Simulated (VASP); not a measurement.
Consider the following.

```yaml
crystal:
  lattice:
    - [2.79997, 0.00000, 0.00000]
    - [0.00000, 2.79997, 0.00000]
    - [0.00000, 0.00000, 4.02964]
  atoms:
    - { symbol: Ti, position: [0.00000, 0.00000, 0.00000] }
    - { symbol: Al, position: [0.50000, 0.50000, 0.50000] }
```

Computed with PBEsol GGA, VASP's PBE PAW potentials (set 64) (plane waves; VASP). Numerical set-up: 500 eV cut-off, 13×13×9 Γ-centred mesh, first-order Methfessel-Paxton smearing of 0.10 eV, potentials Ti_sv Al.

Question: Estimate the energy per atom (σ→0), band gap (on the k-mesh) with the smallest direct gap where there is one.

Answer: 
```
Property                                                     Value
------------------------  ----------------------------------------
band gap (on the k-mesh)  none (metal, semimetal or under 0.01 eV)
energy per atom (σ→0)                               -6.623 eV/atom
```

Total energies compare only between runs with the same potentials, cut-off and functional.

The compound is TiAl in the L1_0 structure. It was relaxed first. The electron count is odd and the run is not spin-polarised, which forces a metal.
